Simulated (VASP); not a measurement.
An input for Ansatz (written as the equivalent of a VASP run, and not itself run):

Ansatz 0.2 input:
```yaml
crystal:
  lattice:
    - [4.0331748, 0.0000000, 0.0000000]
    - [-2.0165874, 3.4928316, 0.0000000]
    - [0.0000000, 0.0000000, 3.7848861]
  atoms:
    - { symbol: Pb, position: [0.0000000, 0.0000000, 1.0000000] }
    - { symbol: S, position: [0.6666670, 0.3333330, 0.5000000] }
kpoints:
  mp_grid: { grid: [9, 9, 9] }
hamiltonian:
  xc: r2scan
  pseudopotentials: { kind: paw }
scf:
  occupations: { method: methfessel_paxton, width: 0.1 }
  max_iter: 100
relax:
  max_steps: 60
  f_tol: 0.01
  cell: {}
output: { forces: true, stress: true, eigenvalues: true }
```

**Question.** Write the VASP files for the same calculation (r2SCAN).

**Answer.** One answer among several that fit: 
### INCAR
```
! general
SYSTEM =PbS
PREC   =Accurate
ENCUT  =400   ! plane-wave cut-off (eV)
LREAL  =F   ! projection in real space or not
LASPH  =T   ! aspherical one-centre terms

! electronic loop
EDIFF  =1E-6   ! SCF stop (eV)
NELM   =100   ! most electronic steps
ALGO   =Normal   ! blocked Davidson
LMAXMIX=4   ! l cut-off of mixed one-centre charges
LMIXTAU=T

! smearing
ISMEAR =1
SIGMA  =0.1   ! width (eV)

! functional
METAGGA=R2SCAN

! ions
IBRION =2
NSW    =60   ! most ionic steps
ISIF   =3   ! ions, shape and volume
EDIFFG =-0.01   ! ionic stop

! output
LWAVE  =F
LCHARG =F
```

POSCAR:
```
PbS
1.0
  4.0331748386   0.0000000000   0.0000000000
 -2.0165874193   3.4928316403   0.0000000000
  0.0000000000   0.0000000000   3.7848860533
Pb S
1 1
Direct
  0.0000000000   0.0000000000   1.0000000000
  0.6666670000   0.3333330000   0.5000000000
```

**KPOINTS**
```
K-points
0
Gamma
9 9 9
0 0 0
```

POTCAR, in this order: Pb_d S (PBE.64 set). Program: vasp_std.

Limits of the translation: each code has its own PAW files, so the cut-off isn't converted (ENCUT is set for VASP's; basis.ecutwfc is left out, and Ansatz then takes the one that its files recommend); Ansatz stops its SCF on the density residual and VASP on the energy change (EDIFF).

The structure was generated: PbS was put into the WC type (P-6m2), which need not be its known phase. This run relaxes it. Symmetry was kept, so distortions that lower it aren't found. The start is the result of an earlier pass.
